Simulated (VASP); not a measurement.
Nb2SiO2:

```
Nb Si O
1.0
     3.10980   -0.02874    0.05224
    -1.57979    2.60264   -0.09415
     0.32672   -0.49128   18.75416
Nb Si O
4 2 4
Direct
  0.60768 0.30724 0.35676
  0.26954 0.66903 0.64673
  0.80318 0.37221 0.15123
  0.41594 0.62381 0.85447
  0.32510 0.65311 0.23481
  0.67008 0.42609 0.75760
  0.28177 0.64014 0.42117
  0.78634 0.29736 0.59073
  0.39400 0.74681 0.08038
  0.75175 0.33658 0.92171
```

The cell was built by a generator and needn't be a form met in nature.

- Program: VASP 6.6.1
- Task: relaxation of cell and atoms
- Functional: PBE
- Potentials or basis: VASP PAW PBE potentials, release 64 (Nb_sv, Si, O)
- Cutoff: 520 eV
- k mesh: 9 × 9 × 2
- Occupations: gaussian, width 0.15 eV
- Spin: no spin polarisation

At the start: pressure 12.9 GPa; volume 15.08 Å³/atom.

Q: How do energy, volume and symmetry change on relaxing?

A: Over 40 steps the energy falls by 539.0 meV/atom and the volume is 14.96 Å³/atom (-0.8 %); space group P-1 (No. 2, to 0.05 Å).

The path:
```csv
step,energy change (eV),largest force (eV/Å),pressure (GPa),volume (Å³)
1,0.0000,11.4013,12.87,150.79
2,0.3813,6.6130,-8.63,177.74
3,-3.9802,3.5117,-7.64,161.00
4,-4.0507,3.2684,-6.95,160.11
5,-4.0870,2.8883,-5.75,158.82
6,-4.5769,2.0944,7.94,149.10
7,-4.6717,1.3297,3.38,151.76
8,-5.0307,0.8003,-0.83,153.45
9,-5.0372,0.8237,-1.28,153.69
10,-5.1607,0.6578,-0.58,151.80
11,-5.2088,1.0684,1.44,148.67
12,-5.2165,0.7499,0.77,149.56
13,-5.2973,0.3200,0.53,149.67
14,-5.0900,0.3884,0.65,149.69
15,-5.1122,0.2304,-0.90,151.14
16,-5.2967,0.2671,-1.09,151.23
17,-5.1797,0.3420,0.35,150.31
18,-5.2033,0.3684,0.68,150.09
19,-5.3512,0.2038,0.19,150.14
20,-5.3573,0.2466,-0.25,150.20
21,-5.3643,0.2011,-0.03,149.93
22,-5.3687,0.1601,0.24,149.64
23,-5.3670,0.3097,0.79,149.06
24,-5.3697,0.2063,0.45,149.42
25,-5.3748,0.1130,-0.12,149.92
26,-5.3757,0.1278,-0.45,150.21
27,-5.3783,0.1537,0.28,149.76
28,-5.3784,0.1371,0.21,149.81
29,-5.3817,0.0810,0.08,149.83
30,-5.3829,0.0780,0.01,149.85
31,-5.3830,0.0858,-0.03,149.85
32,-5.3860,0.0601,-0.08,149.82
33,-5.3865,0.0835,-0.10,149.80
34,-5.3877,0.0630,0.24,149.56
35,-5.3877,0.0665,0.26,149.55
36,-5.3884,0.0537,0.05,149.67
37,-5.3886,0.0593,-0.11,149.78
38,-5.3891,0.0450,-0.09,149.73
39,-5.3894,0.0429,-0.01,149.65
40,-5.3897,0.0275,0.06,149.61
```

Final structure:
```yaml
crystal:
  lattice:
    - [2.96534, 0.13982, 0.02504]
    - [-1.37197, 2.62319, -0.00086]
    - [0.15237, 0.11719, 18.77181]
  atoms:
    - { symbol: Nb, position: [0.69018, 0.31997, 0.35684] }
    - { symbol: Nb, position: [0.37514, 0.69715, 0.64625] }
    - { symbol: Nb, position: [0.71665, 0.33147, 0.14133] }
    - { symbol: Nb, position: [0.34086, 0.67974, 0.86176] }
    - { symbol: Si, position: [0.33039, 0.69606, 0.24904] }
    - { symbol: Si, position: [0.73100, 0.31803, 0.75401] }
    - { symbol: O, position: [0.31976, 0.67621, 0.41608] }
    - { symbol: O, position: [0.74598, 0.34081, 0.58711] }
    - { symbol: O, position: [0.36026, 0.69690, 0.08222] }
    - { symbol: O, position: [0.69517, 0.31603, 0.92095] }
```
